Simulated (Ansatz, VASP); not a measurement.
**Zn24Sb8N23 (V_N hop (3.2 A)) in two plane-wave programs**

Wanted: the spread between two codes on one cell, functional and k mesh. The cell is taken from a series of runs on this material, whose earlier steps may have relaxed, scaled, displaced or heated it; both programs get it as it stands.

Program: Ansatz 0.2.0. Level of theory: plane waves, with VASP 6.6.1 beside it; single point at PBEsol. Results are calculated unless marked as measured.

## Step 1: The starting structure

The cell holds 55 atoms: 24 Zn, 8 Sb and 23 N. Cell: a = 9.402 Å, b = 9.402 Å, c = 11.075 Å, α = 114.5°, β = 114.5°, γ = 88.1°. It derives from Zn3SbN3 (Zn3SbN3 (Cm)). Nearest the centre at fractional (0.472, 0.590, 0.472): Sb25 at 1.34 Å, N40 at 1.66 Å, Zn19 at 2.16 Å, Zn8 at 2.49 Å, Zn24 at 2.64 Å, N45 at 2.74 Å, N51 at 2.77 Å, Zn7 at 2.80 Å.

Structure file:

```xyz
55
Lattice="6.7597 -6.5343 0.0061 6.7597 6.5343 0.0061 -6.3964 0.0000 9.0407" Properties=species:S:1:pos:R:3 pbc="T T T"
Zn   -0.2833    0.0027    3.9890
Zn    1.5518   -1.4603    2.1472
Zn    1.5517    1.4655    2.1487
Zn   -3.5921    0.0023    8.5036
Zn   -1.5607   -1.4368    6.6798
Zn   -1.5605    1.4403    6.6800
Zn    2.9403    3.2697    3.9560
Zn    4.9857    1.8203    2.1711
Zn    4.9370    4.7073    2.1807
Zn   -0.1778    3.2759    8.4954
Zn    1.7971    1.8118    6.6693
Zn    1.8129    4.7283    6.6729
Zn    2.9392   -3.2668    3.9544
Zn    4.9372   -4.7021    2.1811
Zn    4.9858   -1.8152    2.1709
Zn   -0.1767   -3.2706    8.4965
Zn    1.8124   -4.7228    6.6734
Zn    1.7968   -1.8064    6.6679
Zn    6.1793    0.0037    4.3897
Zn    8.2734   -1.3739    2.2727
Zn    8.2741    1.3785    2.2712
Zn    3.1761    0.0024    8.5004
Zn    5.2397   -1.3612    6.6017
Zn    5.2402    1.3685    6.6003
Sb    3.0798    0.0006    4.4576
Sb    6.3723    0.0019    0.0092
Sb    6.5109    3.2559    4.5592
Sb    3.3899    3.2378    8.9892
Sb    6.5108   -3.2505    4.5602
Sb    3.3900   -3.2334    8.9894
Sb    9.9623    0.0016    4.5649
Sb    6.7162    0.0028    9.0483
N    -0.1037    1.7787    3.1505
N    -0.1034   -1.7730    3.1490
N     1.4512    0.0032    0.8465
N    -3.2281    1.7284    7.6620
N    -3.2285   -1.7238    7.6620
N    -1.6720    0.0018    5.3517
N     3.2812    5.0149    3.1713
N     3.2831    1.5562    3.1033
N     4.8708    3.2678    0.8438
N     0.1480    5.0099    7.6708
N     0.1495    1.5362    7.6868
N     1.6248    3.2700    5.3720
N     3.2824   -1.5535    3.1019
N     3.2815   -5.0121    3.1711
N     4.8706   -3.2632    0.8440
N     0.1498   -1.5314    7.6862
N     0.1480   -5.0042    7.6721
N     1.6251   -3.2655    5.3713
N     6.6061    1.6306    3.2909
N     6.6051   -1.6247    3.2923
N     8.2327    0.0014    0.8645
N     3.5660    1.6924    7.5790
N     3.5654   -1.6880    7.5788
```

## Step 2: Ansatz: single point, PBEsol

Ansatz runs on its default PAW (the set named soft_2) files.

A single point gives forces, pressure and levels at one fixed geometry, so differences don't come from the geometry; what else differs is listed under the comparison.

File input.yaml:

```yaml
crystal:
  lattice:
    - [6.75971426, -6.53433939, 0.00612541]
    - [6.75971426, 6.53433939, 0.00612541]
    - [-6.39637934, 0.0, 9.04065438]
  atoms:
    - { symbol: Zn, position: [0.18747698, 0.18789125, 0.44097701] }
    - { symbol: Zn, position: [0.33874689, 0.1152662, 0.23719601] }
    - { symbol: Zn, position: [0.11494432, 0.33921903, 0.23736353] }
    - { symbol: Sb, position: [0.46074673, 0.46084005, 0.49243774] }
    - { symbol: "N", position: [0.02100017, 0.29320639, 0.3482738] }
    - { symbol: "N", position: [0.29271939, 0.02138251, 0.34810328] }
    - { symbol: "N", position: [0.1513012, 0.15178364, 0.09342754] }
    - { symbol: Zn, position: [0.17902986, 0.17938219, 0.94035213] }
    - { symbol: Zn, position: [0.34392752, 0.12403699, 0.73854829] }
    - { symbol: Zn, position: [0.12380155, 0.34421872, 0.7385675] }
    - { symbol: Sb, position: [0.47137594, 0.47166903, 1.00037914] }
    - { symbol: "N", position: [0.02983962, 0.29434499, 0.84728108] }
    - { symbol: "N", position: [0.29396926, 0.03016671, 0.84728735] }
    - { symbol: "N", position: [0.15616052, 0.15642878, 0.59174619] }
    - { symbol: Zn, position: [0.17405634, 0.6744368, 0.43700469] }
    - { symbol: Zn, position: [0.34280351, 0.62137279, 0.23949443] }
    - { symbol: Zn, position: [0.11879291, 0.83918807, 0.24056118] }
    - { symbol: Sb, position: [0.47058933, 0.96887006, 0.50332238] }
    - { symbol: "N", position: [0.02467214, 0.79214156, 0.35023058] }
    - { symbol: "N", position: [0.28591009, 0.52406848, 0.34270845] }
    - { symbol: "N", position: [0.15413488, 0.65422585, 0.09278513] }
    - { symbol: Zn, position: [0.18049825, 0.68183574, 0.93910657] }
    - { symbol: Zn, position: [0.34300584, 0.62028407, 0.73704744] }
    - { symbol: Zn, position: [0.12119494, 0.84480184, 0.73743976] }
    - { symbol: Sb, position: [0.47295947, 0.96846652, 0.99332716] }
    - { symbol: "N", position: [0.02877003, 0.79546811, 0.84792341] }
    - { symbol: "N", position: [0.29552329, 0.53061621, 0.84968681] }
    - { symbol: "N", position: [0.15084168, 0.6512769, 0.5936599] }
    - { symbol: Zn, position: [0.67405343, 0.17410791, 0.43682582] }
    - { symbol: Zn, position: [0.8388308, 0.11922573, 0.24060527] }
    - { symbol: Zn, position: [0.6209917, 0.34319098, 0.23947362] }
    - { symbol: Sb, position: [0.96849727, 0.47105262, 0.50343069] }
    - { symbol: "N", position: [0.52373746, 0.28599075, 0.34255403] }
    - { symbol: "N", position: [0.7919373, 0.02489641, 0.35020368] }
    - { symbol: "N", position: [0.65387718, 0.1544793, 0.0928113] }
    - { symbol: Zn, position: [0.68156293, 0.18103372, 0.93922591] }
    - { symbol: Zn, position: [0.84437818, 0.12160834, 0.73750205] }
    - { symbol: Zn, position: [0.61977056, 0.34332301, 0.73688996] }
    - { symbol: Sb, position: [0.96814037, 0.47331339, 0.99335081] }
    - { symbol: "N", position: [0.53023912, 0.29587368, 0.84962597] }
    - { symbol: "N", position: [0.79510062, 0.02926937, 0.84806656] }
    - { symbol: "N", position: [0.65091567, 0.15117349, 0.59358625] }
    - { symbol: Zn, position: [0.68606602, 0.68663917, 0.48461885] }
    - { symbol: Zn, position: [0.83555997, 0.62530873, 0.25039281] }
    - { symbol: Zn, position: [0.62492419, 0.8358923, 0.25023494] }
    - { symbol: Sb, position: [0.97503535, 0.97527453, 0.50360513] }
    - { symbol: "N", position: [0.53565791, 0.78520733, 0.36311104] }
    - { symbol: "N", position: [0.78476074, 0.53612121, 0.36327374] }
    - { symbol: "N", position: [0.65366372, 0.65388413, 0.09473216] }
    - { symbol: Zn, position: [0.67916075, 0.67953027, 0.93931644] }
    - { symbol: Zn, position: [0.83674353, 0.62842539, 0.72923345] }
    - { symbol: Zn, position: [0.62783194, 0.83726642, 0.72908038] }
    - { symbol: Sb, position: [0.96947008, 0.96990173, 0.99952867] }
    - { symbol: "N", position: [0.53047812, 0.78948314, 0.8374296] }
    - { symbol: "N", position: [0.78908308, 0.53075819, 0.83740264] }
basis:
  ecutwfc: 420
  xc_grid: 2
hamiltonian:
  xc: pbesol
kpoints:
  mp_grid: { grid: [2, 2, 2], shift: [0.5, 0.5, 0.5] }
magnetization:
  spin_polarized: true
  initial_magnetization: 1
  spin_locking: { lock_magnetization: hard }
scf:
  occupations: { method: fixed }
  max_iter: 100
output:
  forces: true
  eigenvalues: true
checkpoint:
  write: "../q0_M1.start.mesh.run"
  compress: false
  write_wavefunctions: false
  write_every: 100000
```

Run with:

```
> ansatz run input.yaml --threads 32 --pin off --max-ram 84787MiB --backend cuda --events-out ev --progress --plain --runs-dir out --max-vram 78GiB
```

Numbers of over 12 decimals in the logs are rounded to 6 here.

Output:

```text
Engine: ansatz 0.2.0, aarch64-unknown-linux-gnu
[...]
Pseudopotential: Zn, paw, valence charge 12, recommended cutoff 420 eV (normal), Zn.paw.azcp
Pseudopotential: Sb, paw, valence charge 15, recommended cutoff 420 eV (normal), Sb.paw.azcp
Pseudopotential: N, paw, valence charge 5, recommended cutoff 420 eV (normal), N.paw.azcp
Functional definition: PBEsol
[...]
Crystal: 55 atoms, lattice volume = 799.168 Å³
Basis set: ecut = 420 eV, 15649 PW (Γ), exchange–correlation on 128×128×150 points (8 copies of the dense FFT grid, shifted against one another)
Bands: 317, of which v1, the nominal top of the filled ones, is band 262 counted from 1 (261 counted from 0)
[...]
Functional: x = pbesol(κ = 0.804, μ = 0.123457), c = pbesol(β = 0.046)
SCF iter   1: F=—  HF=-138724.148448 eV  |F-HF|=—  |Δ(HF+E_count)|=         —  Δρ=3.89e-2 (↑3.73e-2 ↓3.89e-2)  dr2=6.22e1  dr2_m=4.29e-2  M=1.000 μB ∫|m|=1.014 μB  β_m=0.30  ethr=3.10e-3  ⟨swp⟩=4.2  H [...]
[...]
spin=Collinear: Resta preconditioning applied to the charge; magnetization (m = ρ↑ − ρ↓) channel mixes plain (no charge-response kernel on spin).
SCF iter   2: F=—  HF=-138711.858699 eV  |F-HF|=—  |Δ(HF+E_count)|=    1.23e1  Δρ=2.01e-2 (↑1.93e-2 ↓2.01e-2)  dr2=1.81e1  dr2_m=2.14e-2  M=1.000 μB ∫|m|=1.015 μB  β_m=0.44  ethr=3.10e-3  ⟨swp⟩=3.0  H [...]
[...]
SCF iter   5: F=—  HF=-138706.808980 eV  |F-HF|=—  |Δ(HF+E_count)|=   3.46e-2  Δρ=9.60e-4 (↑9.60e-4 ↓9.55e-4)  dr2=2.46e-2  dr2_m=4.22e-5  M=1.000 μB ∫|m|=1.039 μB  β_m=0.70  ethr=4.36e-5  ⟨swp⟩=2.0   [...]
SCF iter   6: F=—  HF=-138706.814194 eV  |F-HF|=—  |Δ(HF+E_count)|=   5.21e-3  Δρ=3.72e-4 (↑3.70e-4 ↓3.72e-4)  dr2=3.78e-3  dr2_m=3.06e-6  M=1.000 μB ∫|m|=1.041 μB  β_m=0.73  ethr=4.70e-6  ⟨swp⟩=2.0   [...]
[...]
SCF 1 converged in 13 iterations: F = -138706.813862 eV  dr2 = 7.29e-8
[...]
SCF converged after 13 iterations
[...]
```

## Step 3: VASP: single point, PBEsol

The same cell, functional and mesh now go to VASP, with its own data sets.

Lines of VASP's logs that name or quote its potential files are left out, and so is its time.

File INCAR:

```
SYSTEM = Zn24Sb8N23
PREC = Accurate
ENCUT = 520
EDIFF = 1E-06
NELM = 200
ISMEAR = 0
SIGMA = 0.01
LREAL = Auto
ALGO = Normal
GGA = PS
NBANDS = 264
ISPIN = 2
MAGMOM = 0.01 0 0 0 0 0 0 0 0 0 0 0 0 0 0 0 0 0 0.02 0 0 0 0.01 0.01 0.05 0 0 0 0 0 0 0 0.02 0.02 0 0 0 0 0 0.02 0 0.03 0.01 0 0.02 0 0 0.01 0.03 0 0.01 0.01 0 0 0
LORBIT = 11
LWAVE = .FALSE.
LCHARG = .FALSE.
ISIF = 2
ISYM = 0
NUPDOWN = 1
LASPH = .TRUE.
GGA_COMPAT = .FALSE.
KPAR = 4
```

File POSCAR:

```
Zn24Sb8N23
1.0
    6.7597142595     -6.5343393903      0.0061254106
    6.7597142595      6.5343393903      0.0061254106
   -6.3963793386      0.0000000000      9.0406543823
Zn Sb N
24 8 23
Direct
    0.1874769834      0.1878912492      0.4409770096
    0.3387468869      0.1152661984      0.2371960145
    0.1149443154      0.3392190293      0.2373635331
    0.1790298624      0.1793821899      0.9403521272
    0.3439275228      0.1240369892      0.7385482949
    0.1238015543      0.3442187213      0.7385675029
    0.1740563409      0.6744367965      0.4370046875
    0.3428035098      0.6213727880      0.2394944297
    0.1187929129      0.8391880672      0.2405611830
    0.1804982522      0.6818357418      0.9391065682
    0.3430058435      0.6202840712      0.7370474374
    0.1211949350      0.8448018395      0.7374397625
    0.6740534309      0.1741079096      0.4368258237
    0.8388308009      0.1192257347      0.2406052728
    0.6209916996      0.3431909848      0.2394736175
    0.6815629326      0.1810337176      0.9392259093
    0.8443781762      0.1216083371      0.7375020505
    0.6197705648      0.3433230084      0.7368899634
    0.6860660210      0.6866391679      0.4846188540
    0.8355599738      0.6253087330      0.2503928112
    0.6249241909      0.8358922975      0.2502349433
    0.6791607502      0.6795302747      0.9393164423
    0.8367435300      0.6284253896      0.7292334511
    0.6278319437      0.8372664179      0.7290803781
    0.4607467273      0.4608400482      0.4924377400
    0.4713759401      0.4716690328      0.0003791355
    0.4705893339      0.9688700643      0.5033223831
    0.4729594679      0.9684665213      0.9933271554
    0.9684972676      0.4710526242      0.5034306945
    0.9681403686      0.4733133917      0.9933508113
    0.9750353482      0.9752745303      0.5036051278
    0.9694700772      0.9699017334      0.9995286735
    0.0210001715      0.2932063915      0.3482737951
    0.2927193885      0.0213825109      0.3481032775
    0.1513011951      0.1517836378      0.0934275442
    0.0298396189      0.2943449858      0.8472810829
    0.2939692571      0.0301667149      0.8472873481
    0.1561605249      0.1564287757      0.5917461929
    0.0246721367      0.7921415560      0.3502305837
    0.2859100913      0.5240684798      0.3427084546
    0.1541348786      0.6542258517      0.0927851305
    0.0287700341      0.7954681102      0.8479234067
    0.2955232932      0.5306162085      0.8496868083
    0.1508416758      0.6512769000      0.5936598979
    0.5237374578      0.2859907530      0.3425540310
    0.7919372956      0.0248964067      0.3502036775
    0.6538771817      0.1544792970      0.0928113002
    0.5302391218      0.2958736834      0.8496259719
    0.7951006164      0.0292693739      0.8480665575
    0.6509156687      0.1511734877      0.5935862462
    0.5356579074      0.7852073284      0.3631110370
    0.7847607403      0.5361212073      0.3632737409
    0.6536637172      0.6538841285      0.0947321641
    0.5304781210      0.7894831448      0.8374295966
    0.7890830812      0.5307581870      0.8374026429
```

File KPOINTS:

```
Points of the shifted mesh
8
Reciprocal
 0.2500000000  0.2500000000  0.2500000000 1
 0.2500000000  0.2500000000  0.7500000000 1
 0.2500000000  0.7500000000  0.2500000000 1
 0.2500000000  0.7500000000  0.7500000000 1
 0.7500000000  0.2500000000  0.2500000000 1
 0.7500000000  0.2500000000  0.7500000000 1
 0.7500000000  0.7500000000  0.2500000000 1
 0.7500000000  0.7500000000  0.7500000000 1
```

Potentials, in the order of the species: Zn, Sb and N (PBE family, release 64).

Run with:

```
> mpirun -np 8 vasp_std
```

Output:

```text
[banner, memory and clock lines left out]
running    8 mpi-ranks, on    1 nodes
[...]
|                                                                             |
|           W    W    AA    RRRRR   N    N  II  N    N   GGGG   !!!           |
|           W    W   A  A   R    R  NN   N  II  NN   N  G    G  !!!           |
|           W    W  A    A  R    R  N N  N  II  N N  N  G       !!!           |
|           W WW W  AAAAAA  RRRRR   N  N N  II  N  N N  G  GGG   !            |
|           WW  WW  A    A  R   R   N   NN  II  N   NN  G    G                |
|           W    W  A    A  R    R  N    N  II  N    N   GGGG   !!!           |
|                                                                             |
|     For optimal performance we recommend to set                             |
|       NCORE = 2 up to number-of-cores-per-socket                            |
|     NCORE specifies how many cores store one orbital (NPAR=cpu/NCORE).      |
|     This setting can greatly improve the performance of VASP for DFT.       |
[...]
|                                                                             |
|     You enforced a specific xc type in the INCAR file but a different       |
|     [... a line on the potential file left out ...]
|     I HOPE YOU KNOW WHAT YOU ARE DOING!                                     |
|                                                                             |

 LDA part: xc-table for (Slater+PW92), standard interpolation
 POSCAR, INCAR and KPOINTS ok, starting setup
[...]
entering main loop
       N       E                     dE             d eps       ncg     rms          rms(c)
DAV:   1     0.500895772689E+04    0.50090E+04   -0.18766E+05  8448   0.213E+03
DAV:   2     0.872849979274E+03   -0.41361E+04   -0.39790E+04  8448   0.563E+02
DAV:   3    -0.156978973575E+03   -0.10298E+04   -0.96140E+03  8920   0.232E+02
DAV:   4    -0.312846800367E+03   -0.15587E+03   -0.15229E+03  9656   0.896E+01
[...]
DAV:  17    -0.267767635969E+03   -0.94115E-06   -0.38998E-05 10472   0.481E-02    0.216E-02
DAV:  18    -0.267767637412E+03   -0.14435E-05   -0.17279E-05 10680   0.157E-02    0.132E-02
DAV:  19    -0.267767637706E+03   -0.29401E-06   -0.63622E-06  8912   0.135E-02
   1 F= -.26776764E+03 E0= -.26776764E+03  d E =-.586813E-12  mag=     1.0000
```

From OUTCAR (step 3):

```text
  FREE ENERGIE OF THE ION-ELECTRON SYSTEM (eV)
  ---------------------------------------------------
  free  energy   TOTEN  =      -267.7676377065 eV

  energy  without entropy=     -267.7676377065  energy(sigma->0) =     -267.76763771

 magnetization (x)
# of ion       s       p       d       tot
------------------------------------------
    1        0.000   0.011   0.007   0.018
    2        0.004   0.006   0.002   0.012
    3        0.004   0.006   0.002   0.012
    4        0.001   0.000   0.000   0.001
    5        0.000   0.001   0.000   0.002
    6        0.000   0.001   0.000   0.002
    7       -0.000   0.001   0.001   0.002
    8        0.004   0.001   0.002   0.006
    9        0.000   0.001   0.002   0.003
   10        0.001   0.003   0.001   0.005
   11        0.000   0.002   0.001   0.003
   12       -0.000   0.000   0.001   0.001
   13       -0.000   0.001   0.001   0.002
[...]
--------------------------------------------------
tot          0.115   0.377   0.049   0.542

[... 2 further parts left out ...]
[key lines of the parts left out:]
E-fermi :   3.4299
```

The run ends at a pressure of -0.16 GPa, with forces up to 0.26 eV/Å.

## Step 4: Comparison

Known differences besides the potentials themselves: VASP starts from the moments at which Ansatz ended; fixed occupations in Ansatz, narrow Gaussian smearing in VASP; the data sets hold 523 valence electrons in Ansatz (on its default PAW (the set named soft_2) files) and 443 in VASP; the cutoff is 420 eV in Ansatz and 520 eV in VASP (PREC = Accurate, projectors in real space); Ansatz makes its cores anew for this functional, VASP keeps those of its PBE data sets; site moments are counted in spheres of each program's own size. Total energies have different zeros and are not compared.

Both answers:

```tsv
quantity	Ansatz	VASP	difference
total moment, fixed by the input (μB)	1.00	1.00	0.00
moment on Sb25 (μB)	0.05	0.14	-0.09
```

Forces on 10 of the 55 atoms, those with the largest forces and the largest differences (eV/Å; atoms numbered as in POSCAR):

```tsv
atom	Ansatz x, y, z	VASP x, y, z
Sb25	0.267, 0.003, -0.108	0.260, 0.002, -0.007
Sb26	-0.001, 0.003, -0.076	-0.100, 0.004, 0.003
Sb28	-0.040, -0.033, -0.073	-0.144, -0.054, -0.011
Sb32	0.008, -0.004, -0.076	-0.106, -0.002, -0.010
N35	-0.222, -0.001, -0.028	-0.180, -0.001, -0.025
N38	-0.221, 0.001, -0.050	-0.179, 0.001, -0.054
N41	-0.225, 0.033, -0.012	-0.186, 0.032, -0.012
N44	-0.194, 0.021, -0.022	-0.156, 0.020, -0.020
N47	-0.222, -0.030, -0.014	-0.183, -0.029, -0.014
N50	-0.201, -0.021, -0.020	-0.163, -0.020, -0.019
```

The forces differ by 31 meV/Å r.m.s., which is 46.5 % of the r.m.s. force of 0.067 eV/Å (both taken over all components).

## Step 5: Summary of results

| Quantity | Value |
| --- | --- |
| r.m.s. force difference (single point, PBEsol) | 31 meV/Å |

In words: The r.m.s. force difference is 31 meV/Å (single point, PBEsol), beyond the 12 meV/Å picked in this series as the mark of a large difference. The data sets hold unlike numbers of valence electrons (523 in Ansatz and 443 in VASP), so part of the differences comes from the potentials. What causes the difference of the single point, PBEsol pair stays open here. How closely two codes agree says nothing of how well the functional describes the real material.

[Lines on the potential files, build, host, timing and source positions are cut from VASP's logs without a mark.]

[Logs are printed without paths, hosts, clocks, repeated set-up lines and the standing remarks that a program may print on its own settings, such as how far it seeks lower states.]

[Hosts, paths, dates, database ids (printed as entryN), source tags and the programs' standing remarks are cut or masked in the printed files.]
